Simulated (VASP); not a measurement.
Level of theory: PBE GGA, VASP's PBE PAW potentials (set 64) (plane waves; VASP).

A VASP calculation is set up with these files.

File POSCAR:
```
SiO2
1
    5.0504033152     0.0000000000     0.0000000000
    0.0000000000     5.0504033152     0.0000000000
    0.0000000000     0.0000000000     7.0400642178
Si O
4 8
Direct
  0.2983585573   0.2983585573   1.0000000000
  0.7983585573   0.2016414427   0.7500000000
  0.2016414427   0.7983585573   0.2500000000
  0.7016414427   0.7016414427   0.5000000000
  0.2399071963   0.1019418459   0.1782196483
  0.7399071963   0.3980581541   0.5717803517
  0.2600928037   0.6019418459   0.0717803517
  0.7600928037   0.8980581541   0.6782196483
  0.8980581541   0.7600928037   0.3217803517
  0.3980581541   0.7399071963   0.4282196483
  0.6019418459   0.2600928037   0.9282196483
  0.1019418459   0.2399071963   0.8217803517
```

INCAR:
```
ALGO = Normal
CSHIFT = 0.1
EDIFF = 1E-7
ENCUT = 520
GGA = PE
ISMEAR = 0
LASPH = T
LCHARG = F
LOPTICS = T
LREAL = F
LWAVE = F
NBANDS = 117
NEDOS = 1001
NELM = 100
PREC = Accurate
SIGMA = 0.01
SYSTEM = SiO2
```

**KPOINTS**
```
kpoints
0
G
 6 6 4
```

POTCAR, in this order: Si O (PBE.64 set). Program: vasp_std.

### Question
Predict the energy per atom (σ→0), band gap (on the k-mesh).

### Answer

energy per atom (σ→0): -7.912 eV/atom
band gap (on the k-mesh): 5.54 eV

OSZICAR:
```
...
DAV:  10    -0.949413917548E+02   -0.25288E-02   -0.16136E-03  7968   0.938E-02    0.788E-02
DAV:  11    -0.949415424137E+02   -0.15066E-03   -0.13484E-04  7928   0.404E-02    0.371E-02
DAV:  12    -0.949415526873E+02   -0.10274E-04   -0.18844E-05  8256   0.955E-03    0.221E-02
DAV:  13    -0.949415554949E+02   -0.28076E-05   -0.29621E-06  7672   0.568E-03    0.245E-03
DAV:  14    -0.949415558602E+02   -0.36537E-06   -0.20061E-07  8136   0.117E-03    0.188E-03
DAV:  15    -0.949415558409E+02    0.19316E-07   -0.15046E-08  6896   0.357E-04
   1 F= -.94941556E+02 E0= -.94941556E+02  d E =-.501750E-16
 imaginary and real dielectric function
```

The compound is SiO2 in the cristobalite structure. It was relaxed first, which changed the volume by +6 %.
